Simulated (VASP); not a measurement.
All values below come from r2SCAN meta-GGA, VASP's PBE PAW potentials (set 64) (plane waves; VASP).

The input files of a VASP run:

### INCAR
```
SYSTEM = Ba
PREC = Accurate; ENCUT = 400; LREAL = .FALSE.
LASPH = .TRUE.
EDIFF = 1E-6; NELM = 100; ALGO = Normal
LMAXMIX = 4; LMIXTAU = .TRUE.
ISMEAR = 1; SIGMA = 0.1
METAGGA = R2SCAN
IBRION = 2; NSW = 60; ISIF = 3
EDIFFG = -0.01
LWAVE = .FALSE.; LCHARG = .FALSE.
```

### KPOINTS
```
Automatic mesh
0
Gamma
9 9 9
0 0 0
```

### POSCAR
```
Ba
1
   -2.5399915396     2.5399915396     2.5399915396
    2.5399915396    -2.5399915396     2.5399915396
    2.5399915396     2.5399915396    -2.5399915396
Ba
1
Direct
  1.0000000000   1.0000000000   1.0000000000
```

POTCAR, in this order: Ba_sv (PBE.64 set). Program: vasp_std.

What VASP printed:

OSZICAR:
```
       N       E                     dE             d eps       ncg     rms          rms(c)
DAV:   1     0.265754219315E+02    0.26575E+02   -0.38592E+03   630   0.765E+02
DAV:   2    -0.269764133847E+02   -0.53552E+02   -0.52873E+02   789   0.147E+02
DAV:   3    -0.291946171345E+02   -0.22182E+01   -0.22023E+01   830   0.335E+01
DAV:   4    -0.292412642787E+02   -0.46647E-01   -0.46625E-01  1024   0.410E+00
DAV:   5    -0.292416562337E+02   -0.39196E-03   -0.39172E-03   846   0.248E-01    0.150E+00
DAV:   6    -0.258175098621E+02    0.34241E+01   -0.10117E+00   938   0.749E+00    0.132E+00
DAV:   7    -0.258841505331E+02   -0.66641E-01   -0.49298E-02   680   0.233E+00    0.143E+00
DAV:   8    -0.263702422452E+02   -0.48609E+00   -0.14834E-01   666   0.458E+00    0.391E-01
DAV:   9    -0.261955527765E+02    0.17469E+00   -0.79497E-02   739   0.309E+00    0.233E-01
DAV:  10    -0.261295398988E+02    0.66013E-01   -0.97476E-02   715   0.340E+00    0.221E-01
DAV:  11    -0.261052318508E+02    0.24308E-01   -0.44016E-03   856   0.691E-01    0.170E-01
DAV:  12    -0.264225691733E+02   -0.31734E+00   -0.33152E-01   746   0.398E+00    0.228E-01
DAV:  13    -0.261430012452E+02    0.27957E+00   -0.26668E-01   745   0.392E+00    0.251E-01
DAV:  14    -0.263871328841E+02   -0.24413E+00   -0.17622E-01   697   0.301E+00    0.129E-01
DAV:  15    -0.264274551816E+02   -0.40322E-01   -0.30973E-02   824   0.164E+00    0.677E-02
DAV:  16    -0.264334305499E+02   -0.59754E-02   -0.11026E-02   668   0.101E+00    0.429E-02
DAV:  17    -0.264340232609E+02   -0.59271E-03   -0.14786E-03   930   0.379E-01    0.470E-02
DAV:  18    -0.264338516266E+02    0.17163E-03   -0.70002E-05   740   0.832E-02    0.484E-02
DAV:  19    -0.264342420148E+02   -0.39039E-03   -0.28412E-04   686   0.142E-01    0.615E-02
DAV:  20    -0.264339972282E+02    0.24479E-03   -0.22495E-04   637   0.146E-01    0.455E-02
DAV:  21    -0.264338570673E+02    0.14016E-03   -0.64986E-04   634   0.162E-01    0.246E-02
DAV:  22    -0.264338558957E+02    0.11716E-05   -0.25170E-05   752   0.532E-02    0.230E-02
DAV:  23    -0.264338796348E+02   -0.23739E-04   -0.54177E-05   641   0.828E-02    0.139E-02
DAV:  24    -0.264338905574E+02   -0.10923E-04   -0.84027E-06   687   0.460E-02    0.119E-02
DAV:  25    -0.264338784638E+02    0.12094E-04   -0.64480E-06   643   0.260E-02    0.766E-03
DAV:  26    -0.264338869570E+02   -0.84931E-05   -0.66060E-06   647   0.310E-02    0.490E-03
DAV:  27    -0.264338873423E+02   -0.38537E-06   -0.25017E-06   633   0.137E-02
   1 F= -.26433887E+02 E0= -.26433503E+02  d E =-.264339E+02
```

OUTCAR:
```
------------------------ aborting loop because EDIFF is reached ----------------------------------------
  FORCE on cell =-STRESS in cart. coord.  units (eV):
  Direction    XX          YY          ZZ          XY          YZ          ZX
  --------------------------------------------------------------------------------------
  Total       -0.0010259     -0.0010259     -0.0010259      0.0000000      0.0000000     -0.0000000
  in kB       -0.0250750     -0.0250750     -0.0250750      0.0000000      0.0000000     -0.0000000
  external PRESSURE =      -0.0250750 kB  Pullay stress =       0.0000000 kB
  volume of cell :       65.55
      direct lattice vectors                 reciprocal lattice vectors
    -2.539991540  2.539991540  2.539991540     0.000000000  0.196851049  0.196851049
     2.539991540 -2.539991540  2.539991540     0.196851049  0.000000000  0.196851049
     2.539991540  2.539991540 -2.539991540     0.196851049  0.196851049  0.000000000
 POSITION                                       TOTAL-FORCE (eV/Angst)
 -----------------------------------------------------------------------------------
      0.00000      0.00000      0.00000        -0.000000      0.000000      0.000000
 -----------------------------------------------------------------------------------
    total drift:                               -0.000000     -0.000000      0.000000
  FREE ENERGIE OF THE ION-ELECTRON SYSTEM (eV)
  ---------------------------------------------------
  free  energy   TOTEN  =       -26.4338873423 eV

  energy  without entropy=      -26.4327334241  energy(sigma->0) =      -26.43350270

 reached required accuracy - stopping structural energy minimisation
```
(Selected blocks of OUTCAR.)

The compound is Ba in the bcc structure. It was relaxed first. The start is the result of an earlier pass.
